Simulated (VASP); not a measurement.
# Zr2NbP3 (P6/mmm) in VASP: further runs

Runs on Zr2NbP3. Level: PBE. Tasks: single point, relaxation of cell and atoms.

Everything below comes from runs of VASP 6.6.1. Logs are shortened: lines on timing, memory, paths and dates and some standing lists are left out, and cuts for length are marked.

## (1) The cell of the first run

Symmetry: P6/mmm, No. 191, hexagonal system. The conventional cell has a = 6.037 Å, b = 6.037 Å, c = 3.715 Å, α = 90.00°, β = 90.00°, γ = 120.00°. Zr (site symmetry -6m2) has 6 P at 2.55 Å as nearest neighbours. Nb (site symmetry 6/mmm) is surrounded by 6 Zr at 3.49 Å and 12 P at 3.54 Å and 2 Nb at 3.72 Å. Around P (site symmetry mmm) lie 4 Zr at 2.55 Å.

The cell was built by a generator and needn't be a form met in nature.

## (2) Single point, PBE (species swapped into the DyB2Ru3 type (P6/mmm, No. 191))

INCAR

```
PREC = Accurate
ENCUT = 520
EDIFF = 1E-6
ISMEAR = 0
SIGMA = 0.1
LREAL = False
LASPH = True
NELM = 100
ALGO = Fast
ISIF = 2
LWAVE = False
LCHARG = True
GGA = PE
LELF = True
LVHAR = True
NBANDS = 35
```

KPOINTS

```
Automatic mesh
0
Gamma
  9 9 10
```

POSCAR

```
Zr2NbP3
1.0
    6.0371281068      0.0000000000      0.0000000000
   -3.0185640534      5.2283063064      0.0000000000
    0.0000000000      0.0000000000      3.7152089169
Zr Nb P
2 1 3
Direct
    0.3333333333      0.6666666667      0.0000000000
    0.6666666667      0.3333333333      0.0000000000
    0.0000000000      0.0000000000      0.0000000000
    0.5000000000      0.0000000000      0.5000000000
    0.5000000000      0.5000000000      0.5000000000
    0.0000000000      0.5000000000      0.5000000000
```

Potentials or basis: VASP PAW PBE potentials, release 64 (Zr_sv, Nb_sv, P).

Started as:

```bash
$ cat potpaw_PBE.64/Zr_sv/POTCAR potpaw_PBE.64/Nb_sv/POTCAR potpaw_PBE.64/P/POTCAR > POTCAR
$ mpirun -np 1 vasp_std > vasp.out
```

OUTCAR:

```text
PREC = Accurate
   ENCUT = 520
   EDIFF = 1E-6
   ISMEAR = 0
   LREAL = False
   LASPH = True
   NELM = 100
   ISIF = 2
   GGA = PE

 ion  position               nearest neighbor table
   1  0.333  0.667  0.000-   6 2.55   6 2.55   4 2.55   4 2.55   5 2.55   5 2.55   2 3.49   2 3.49
                             2 3.49
   2  0.667  0.333  0.000-   6 2.55   6 2.55   4 2.55   4 2.55   5 2.55   5 2.55   1 3.49   1 3.49
                             1 3.49
   3  0.000  0.000  0.000-
   4  0.500  0.000  0.500-   1 2.55   2 2.55   1 2.55   2 2.55
   5  0.500  0.500  0.500-   1 2.55   2 2.55   1 2.55   2 2.55
   6  0.000  0.500  0.500-   1 2.55   2 2.55   1 2.55   2 2.55

  LATTYP: Found a hexagonal cell.
 ALAT       =     6.0371281068
 C/A-ratio  =     0.6153934207

  Lattice vectors:

 A1 = (   6.0371281068,   0.0000000000,   0.0000000000)
 A2 = (  -3.0185640534,   5.2283063064,   0.0000000000)
 A3 = (   0.0000000000,   0.0000000000,   3.7152089169)

Analysis of symmetry for initial positions (statically):
=====================================================================
 Subroutine PRICEL returns:
 Original cell was already a primitive cell.

 Routine SETGRP: Setting up the symmetry group for a
 hexagonal supercell.

 Subroutine GETGRP returns: Found 24 space group operations
 (whereof 24 operations were pure point group operations)
 out of a pool of 24 trial point group operations.

The static configuration has the point symmetry D_6h.

Analysis of symmetry for dynamics (positions and initial velocities):
=====================================================================
 Subroutine PRICEL returns:
 Original cell was already a primitive cell.

 Routine SETGRP: Setting up the symmetry group for a
 hexagonal supercell.

 Subroutine GETGRP returns: Found 24 space group operations
 (whereof 24 operations were pure point group operations)
 out of a pool of 24 trial point group operations.

The dynamic configuration has the point symmetry D_6h.

 Subroutine INISYM returns: Found 24 space group operations
 (whereof 24 operations are pure point group operations),
 and found     1 'primitive' translations

----------------------------------------------------------------------------------------

                                     Primitive cell

  volume of cell :     117.2667

  direct lattice vectors                    reciprocal lattice vectors
     6.037128107  0.000000000  0.000000000     0.165641673  0.095633265  0.000000000
    -3.018564053  5.228306306  0.000000000     0.000000000  0.191266529  0.000000000
     0.000000000  0.000000000  3.715208917     0.000000000  0.000000000  0.269163867

  length of vectors
     6.037128107  6.037128107  3.715208917     0.191266529  0.191266529  0.269163867

  position of ions in fractional coordinates (direct lattice)
     0.333333333  0.666666667  0.000000000
     0.666666667  0.333333333  0.000000000
     0.000000000  0.000000000  0.000000000
     0.500000000  0.000000000  0.500000000
     0.500000000  0.500000000  0.500000000
     0.000000000  0.500000000  0.500000000

  ion indices of the primitive-cell ions
   primitive index   ion index
                 1           1
                 2           2
                 3           3
                 4           4
                 5           5
                 6           6

----------------------------------------------------------------------------------------

 KPOINTS: Automatic mesh

Automatic generation of k-mesh.
 Grid dimensions read from file:
 generate k-points for:    9    9   10

 Generating k-lattice:

  Cartesian coordinates                     Fractional coordinates (reciprocal lattice)
     0.018404630  0.010625918  0.000000000     0.111111111  0.000000000  0.000000000
     0.000000000  0.021251837  0.000000000     0.000000000  0.111111111  0.000000000
     0.000000000  0.000000000  0.026916387     0.000000000  0.000000000  0.100000000

  Length of vectors
     0.021251837  0.021251837  0.026916387

  Shift w.r.t. Gamma in fractional coordinates (k-lattice)
     0.000000000  0.000000000  0.000000000

 Subroutine IBZKPT returns following result:
 ===========================================

 Found     72 irreducible k-points:

 Following reciprocal coordinates:
            Coordinates               Weight
  0.000000  0.000000  0.000000      1.000000
  0.111111  0.000000  0.000000      6.000000
  0.222222  0.000000  0.000000      6.000000
  0.333333  0.000000  0.000000      6.000000
  0.444444  0.000000  0.000000      6.000000
  0.111111  0.111111  0.000000      6.000000
[... 16 lines left out ...]
  0.333333  0.222222  0.100000     24.000000
  0.333333  0.333333  0.100000      4.000000
 [... further k-points ...]
   k-points           NKPTS =     72   k-points in BZ     NKDIM =     72   number of bands    NBANDS=     35
   number of dos      NEDOS =    301   number of ions     NIONS =      6
   total plane-waves  NPLWV =  64512
   dimension x,y,z NGX =    48 NGY =   48 NGZ =   28
   dimension x,y,z NGXF=    96 NGYF=   96 NGZF=   56
   ions per type =               2   1   3
   NGX,Y,Z   is equivalent  to a cutoff of  13.22, 13.22, 12.53 a.u.
   NGXF,Y,Z  is equivalent  to a cutoff of  26.44, 26.44, 25.06 a.u.
 SYSTEM =  unknown system
   PREC   = accura    normal or accurate (medium, high low for compatibility)
   ISTART =      0    job   : 0-new  1-cont  2-samecut
   ICHARG =      2    charge: 1-file 2-atom 10-const
   ISPIN  =      1    spin polarized calculation?
   LNONCOLLINEAR =      F non collinear calculations
   LSORBIT =      F    spin-orbit coupling
   LASPH  =      T    aspherical Exc in radial PAW
   ENCUT  =  520.0 eV  38.22 Ry    6.18 a.u.  11.23 11.23  6.91*2*pi/ulx,y,z
   NELM   =    100;   NELMIN=  2; NELMDL= -5     # of ELM steps
   EDIFF  = 0.1E-05   stopping-criterion for ELM
   LREAL  =      F    real-space projection
   EDIFFG = 0.1E-04   stopping-criterion for IOM
   NSW    =      0    number of steps for IOM
   IBRION =     -1    ionic relax: 0-MD 1-quasi-New 2-CG
   NFREE  =      0    steps in history (QN), initial steepest desc. (CG)
   ISIF   =      2    stress and relaxation
   ISYM   =      2    0-nonsym 1-usesym 2-fastsym
   POTIM  = 0.5000    time-step for ionic-motion
   TEBEG  =    0.0;   TEEND  =   0.0 temperature during run
   PSTRESS=    0.0 pullay stress
   NELECT =      52.0000    total number of electrons
   NUPDOWN=      -1.0000    fix difference up-down
   EMIN   =  10.00;   EMAX   =-10.00  energy-range for DOS
   EFERMI =   0.00;   METHOD = LEGACY
   ISMEAR =     0;   SIGMA  =   0.10  broadening in eV -4-tet -1-fermi 0-gaus
   EFERMI_NEDOS =   21; number of points for ismear=-14 and -15
   IALGO  =     68    algorithm
   IMIX   =      4    mixing-type and parameters
     AMIX     =   0.40;   BMIX     =  1.00
     AMIX_MAG =   1.60;   BMIX_MAG =  1.00
  volume/ion in A,a.u.               =      19.54       131.89
  Fermi-wavevector in a.u.,A,eV,Ry     =   1.248392  2.359119 21.204451  1.558483
  Thomas-Fermi vector in A             =   2.382481
   LORBIT       =      0    0 simple, 1 ext, 2 COOP (PROOUT), +10 PAW based schemes
   GGA     = PE    functional components
   LHFCALC =     F    Hartree Fock is set to
   AEXX    =    0.0000 exact exchange contribution
   IVDW    =     0    specifies the selected vdW correction
   LEPSILON=     F    determine dielectric tensor
   LRPA    =     F    only Hartree local field effects (RPA)
 non-spin polarized calculation
 RMM-DIIS sequential band-by-band and
 Gauss-broadening in eV      SIGMA  =   0.10
  energy-cutoff  :      520.00
  volume of cell :      117.27
 maximum number of plane-waves:      3183
 NGX is ok and might be reduce to    48
   NGX = 23   NGY = 23   NGZ = 13

 number of electron      52.0000003 magnetization

 Free energy of the ion-electron system (eV)
  ---------------------------------------------------
  ext. energy  EPLUGINS =         0.00000000
  ---------------------------------------------------
  free energy    TOTEN  =       -44.48912674 eV

  energy without entropy =      -44.44265175  energy(sigma->0) =      -44.46588925

 E-fermi :   8.6355     XC(G=0): -10.9481

 val. band max:        8.6354737022   @ k =   0.2222   0.1111   0.2000
 cond. band min:       8.6370393092   @ k =   0.2222   0.2222   0.2000
 fundamental gap:      0.0015656069
 Fermi energy:         8.6355065583

 k-point     1 :       0.0000    0.0000    0.0000
  band No.  band energies     occupation
      1     -46.9609      2.00000
      2     -40.0987      2.00000
      3     -40.0689      2.00000
      4     -22.9509      2.00000
      5     -22.9509      2.00000
      6     -22.9363      2.00000
[... 27 lines left out ...]
     34      10.2029      0.00000
     35      10.7584      0.00000

 k-point     2 :       0.1111    0.0000    0.0000
  band No.  band energies     occupation
      1     -46.9609      2.00000
      2     -40.0979      2.00000
      3     -40.0697      2.00000
      4     -22.9510      2.00000
      5     -22.9508      2.00000
      6     -22.9363      2.00000
[... 27 lines left out ...]
     34      10.3179      0.00000
     35      11.1068      0.00000

 k-point     3 :       0.2222    0.0000    0.0000
  band No.  band energies     occupation
      1     -46.9609      2.00000
      2     -40.0957      2.00000
      3     -40.0720      2.00000
      4     -22.9511      2.00000
      5     -22.9506      2.00000
      6     -22.9363      2.00000
[... 27 lines left out ...]
     34      10.9224      0.00000
     35      11.7212      0.00000
[... 723 lines left out ...]
 k-point    23 :       0.3333    0.2222    0.1000
  band No.  band energies     occupation
      1     -46.9606      2.00000
      2     -40.0862      2.00000
      3     -40.0795      2.00000
      4     -22.9505      2.00000
      5     -22.9499      2.00000
      6     -22.9421      2.00000
[... 27 lines left out ...]
     34      11.3405      0.00000
     35      11.6080      0.00000

 k-point    24 :       0.3333    0.3333    0.1000
  band No.  band energies     occupation
      1     -46.9606      2.00000
      2     -40.0829      2.00000
      3     -40.0829      2.00000
      4     -22.9502      2.00000
      5     -22.9502      2.00000
      6     -22.9421      2.00000
[... 27 lines left out ...]
     34      11.0768      0.00000
     35      11.3326      0.00000

 [... further k-points ...]
[... 5 lines left out ...]
  --------------------------------------------------------------------------------------
  -------------------------------------------------------------------------------------
  Total       -0.0214755     -0.0214755      0.0047152      0.0000000     -0.0000000      0.0000000
  in kB       -0.2934126     -0.2934126      0.0644221      0.0000000     -0.0000000      0.0000000
  external PRESSURE =      -0.1741343 kB  Pullay stress =       0.0000000 kB

 VOLUME and BASIS-vectors are now :
 -----------------------------------------------------------------------------
  energy-cutoff  :      520.00
  volume of cell :      117.27
      direct lattice vectors                 reciprocal lattice vectors
     6.037128107  0.000000000  0.000000000     0.165641673  0.095633265  0.000000000
    -3.018564053  5.228306306  0.000000000     0.000000000  0.191266529  0.000000000
     0.000000000  0.000000000  3.715208917     0.000000000  0.000000000  0.269163867

 POSITION                                       TOTAL-FORCE (eV/Angst)
 -----------------------------------------------------------------------------------
     -0.00000      3.48554      0.00000         0.000000      0.000000      0.000000
      3.01856      1.74277      0.00000        -0.000000      0.000000      0.000000
      0.00000      0.00000      0.00000        -0.000000      0.000000      0.000000
      3.01856      0.00000      1.85760        -0.000000      0.000000      0.000000
      1.50928      2.61415      1.85760        -0.000000      0.000000      0.000000
     -1.50928      2.61415      1.85760        -0.000000      0.000000      0.000000
 -----------------------------------------------------------------------------------
    total drift:                               -0.000000      0.000000      0.000000

  FREE ENERGIE OF THE ION-ELECTRON SYSTEM (eV)
  ---------------------------------------------------
  free  energy   TOTEN  =       -44.4891267441 eV

  energy  without entropy=      -44.4426517506  energy(sigma->0) =      -44.46588925
```

It took 16 min on 1 thread of Intel Xeon Platinum 8259CL at 2.50GHz (Skylake/Cascade Lake), shared host; peak memory 0.43 GiB.

Results:

- Free energy: -44.4891 eV
- Pressure: 0.0 GPa
- Band gap on the k mesh: none (metal or under the smearing width)

(Continued in part 2 of 2.)
